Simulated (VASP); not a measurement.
VASP input:

### POSCAR
```
Na2S
1
    0.0000000000     3.3354000000     3.3354000000
    3.3354000000     0.0000000000     3.3354000000
    3.3354000000     3.3354000000     0.0000000000
Na S
2 1
Direct
  0.2500000000   0.2500000000   0.2500000000
  0.7500000000   0.7500000000   0.7500000000
  0.0000000000   0.0000000000   0.0000000000
```

**INCAR**
```
SYSTEM = Na2S
PREC = Accurate
ENCUT = 400
EDIFF = 1E-6
NELM = 60
ALGO = Normal
LREAL = .FALSE.
LASPH = .TRUE.
ISMEAR = 0
SIGMA = 0.05
GGA = PE
LWAVE = .FALSE.
LCHARG = .FALSE.
ISIF = 2
IMIX = 1
AMIX = 1.2
BMIX = 0.0001
```

KPOINTS:
```
Automatic mesh
0
Gamma
5 5 5
0 0 0
```

POTCAR, in this order: Na_pv S (PBE.64 set). Program: vasp_std.

Q: Does this input run properly? What does VASP do?

A: There is a fault: simple mixing (IMIX = 1) with AMIX above 1 overshoots. The run did not converge; its last values are not results. Against the sound run, the energy per atom (σ→0) drops by 810.865 eV/atom; the pressure increases by 3475.03 GPa; the band gap rises by 8.21 eV.

File standard output:
```
...
DAV:  21    -0.188516304305E+04    0.55121E+03   -0.22770E+04   496   0.719E+02    0.496E+02
DAV:  22    -0.242266443386E+04   -0.53750E+03   -0.35917E+04   474   0.476E+02    0.491E+02
DAV:  23    -0.184561234010E+04    0.57705E+03   -0.22221E+04   480   0.720E+02    0.464E+02
DAV:  24    -0.243215717127E+04   -0.58654E+03   -0.36013E+04   480   0.490E+02    0.458E+02
DAV:  25    -0.185422767247E+04    0.57793E+03   -0.22327E+04   504   0.735E+02    0.453E+02
DAV:  26    -0.243585611166E+04   -0.58163E+03   -0.36004E+04   480   0.495E+02    0.449E+02
DAV:  27    -0.184447285310E+04    0.59138E+03   -0.22278E+04   496   0.721E+02    0.460E+02
DAV:  28    -0.245130614982E+04   -0.60683E+03   -0.35905E+04   480   0.490E+02    0.468E+02
DAV:  29    -0.187073931172E+04    0.58057E+03   -0.22598E+04   480   0.717E+02    0.455E+02
DAV:  30    -0.240890187715E+04   -0.53816E+03   -0.35629E+04   480   0.476E+02    0.450E+02
DAV:  31    -0.187513654314E+04    0.53377E+03   -0.22655E+04   480   0.715E+02    0.428E+02
DAV:  32    -0.244018219359E+04   -0.56505E+03   -0.35979E+04   480   0.491E+02    0.425E+02
DAV:  33    -0.189437378690E+04    0.54581E+03   -0.22831E+04   488   0.724E+02    0.470E+02
DAV:  34    -0.244553776231E+04   -0.55116E+03   -0.35987E+04   480   0.489E+02    0.479E+02
DAV:  35    -0.187990869073E+04    0.56563E+03   -0.22739E+04   488   0.718E+02    0.539E+02
DAV:  36    -0.244455028816E+04   -0.56464E+03   -0.36055E+04   480   0.478E+02    0.552E+02
DAV:  37    -0.188954255439E+04    0.55501E+03   -0.22825E+04   480   0.714E+02    0.457E+02
DAV:  38    -0.239289146461E+04   -0.50335E+03   -0.35451E+04   480   0.464E+02    0.433E+02
DAV:  39    -0.181648707686E+04    0.57640E+03   -0.21773E+04   488   0.741E+02    0.444E+02
DAV:  40    -0.243564030188E+04   -0.61915E+03   -0.36117E+04   480   0.486E+02    0.449E+02
DAV:  41    -0.184539791105E+04    0.59024E+03   -0.22280E+04   504   0.736E+02    0.494E+02
DAV:  42    -0.242514699735E+04   -0.57975E+03   -0.35858E+04   480   0.482E+02    0.501E+02
DAV:  43    -0.184886136269E+04    0.57629E+03   -0.22331E+04   496   0.724E+02    0.476E+02
DAV:  44    -0.242719279245E+04   -0.57833E+03   -0.35830E+04   480   0.482E+02    0.469E+02
DAV:  45    -0.185659660413E+04    0.57060E+03   -0.22485E+04   496   0.719E+02    0.453E+02
DAV:  46    -0.243729785449E+04   -0.58070E+03   -0.35937E+04   480   0.474E+02    0.452E+02
DAV:  47    -0.184375883664E+04    0.59354E+03   -0.22119E+04   488   0.725E+02    0.444E+02
DAV:  48    -0.243143860525E+04   -0.58768E+03   -0.36094E+04   480   0.490E+02    0.440E+02
DAV:  49    -0.182624866947E+04    0.60519E+03   -0.22024E+04   488   0.742E+02    0.457E+02
DAV:  50    -0.243452398866E+04   -0.60828E+03   -0.36060E+04   480   0.499E+02    0.465E+02
DAV:  51    -0.182903761714E+04    0.60549E+03   -0.22002E+04   480   0.731E+02    0.453E+02
DAV:  52    -0.239589664292E+04   -0.56686E+03   -0.35489E+04   480   0.486E+02    0.446E+02
DAV:  53    -0.181583263972E+04    0.58006E+03   -0.21906E+04   488   0.734E+02    0.467E+02
DAV:  54    -0.243278048328E+04   -0.61695E+03   -0.35919E+04   480   0.497E+02    0.475E+02
DAV:  55    -0.185718474543E+04    0.57560E+03   -0.22406E+04   496   0.716E+02    0.444E+02
DAV:  56    -0.244881249780E+04   -0.59163E+03   -0.35988E+04   480   0.486E+02    0.432E+02
DAV:  57    -0.188631157290E+04    0.56250E+03   -0.22718E+04   496   0.719E+02    0.514E+02
DAV:  58    -0.243140064731E+04   -0.54509E+03   -0.35860E+04   480   0.489E+02    0.533E+02
DAV:  59    -0.184960730206E+04    0.58179E+03   -0.22351E+04   496   0.723E+02    0.511E+02
DAV:  60    -0.244255847614E+04   -0.59295E+03   -0.36038E+04   480   0.491E+02

 -----------------------------------------------------------------------------
|                                                                             |
|           W    W    AA    RRRRR   N    N  II  N    N   GGGG   !!!           |
|           W    W   A  A   R    R  NN   N  II  NN   N  G    G  !!!           |
|           W    W  A    A  R    R  N N  N  II  N N  N  G       !!!           |
|           W WW W  AAAAAA  RRRRR   N  N N  II  N  N N  G  GGG   !            |
|           WW  WW  A    A  R   R   N   NN  II  N   NN  G    G                |
|           W    W  A    A  R    R  N    N  II  N    N   GGGG   !!!           |
|                                                                             |
|     The electronic self-consistency was not achieved in the given           |
|     number of steps (NELM). The forces and other quantities evaluated       |
|     might not be reliable so examine the results carefully. If you find     |
|     spurious results, we suggest increasing NELM, if you were close to      |
|     convergence or switching to a different ALGO or adjusting the           |
|     density mixing parameters otherwise.                                    |
|                                                                             |
 -----------------------------------------------------------------------------

   1 F= -.24425585E+04 E0= -.24425585E+04  d E =-.715277E-18
```

OUTCAR:
```
------------------------ aborting loop EDIFF was not reached (unconverged)  ----------------------------
  FORCE on cell =-STRESS in cart. coord.  units (eV):
  Direction    XX          YY          ZZ          XY          YZ          ZX
  --------------------------------------------------------------------------------------
  Total     1608.9929002   1608.9929002   1608.9929002     -0.0000000      0.0000000     -0.0000000
  in kB    34736.8906265  34736.8906265  34736.8906265     -0.0000000      0.0000000     -0.0000000
  external PRESSURE =   34736.8906265 kB  Pullay stress =       0.0000000 kB
  volume of cell :       74.21
      direct lattice vectors                 reciprocal lattice vectors
     0.000000000  3.335400000  3.335400000    -0.149907058  0.149907058  0.149907058
     3.335400000  0.000000000  3.335400000     0.149907058 -0.149907058  0.149907058
     3.335400000  3.335400000  0.000000000     0.149907058  0.149907058 -0.149907058
 POSITION                                       TOTAL-FORCE (eV/Angst)
 -----------------------------------------------------------------------------------
      1.66770      1.66770      1.66770        -0.000000      0.000000     -0.000000
      5.00310      5.00310      5.00310         0.000000     -0.000000      0.000000
      0.00000      0.00000      0.00000         0.000000      0.000000     -0.000000
 -----------------------------------------------------------------------------------
    total drift:                                0.000000     -0.000000     -0.000000
  FREE ENERGIE OF THE ION-ELECTRON SYSTEM (eV)
  ---------------------------------------------------
  free  energy   TOTEN  =     -2442.5584761375 eV

  energy  without entropy=    -2442.5584761375  energy(sigma->0) =    -2442.55847614
```
(Selected blocks of OUTCAR.)

To mend it, remove IMIX, remove AMIX, remove BMIX.

The mended run (PBE GGA, plane waves, VASP's PBE PAW potentials (set 64)) converges, and its OSZICAR ends with
```
   1 F= -.99630992E+01 E0= -.99630992E+01  d E =-.258291E-16
```

The compound is Na2S in the antifluorite structure. The cell was not relaxed at this level.
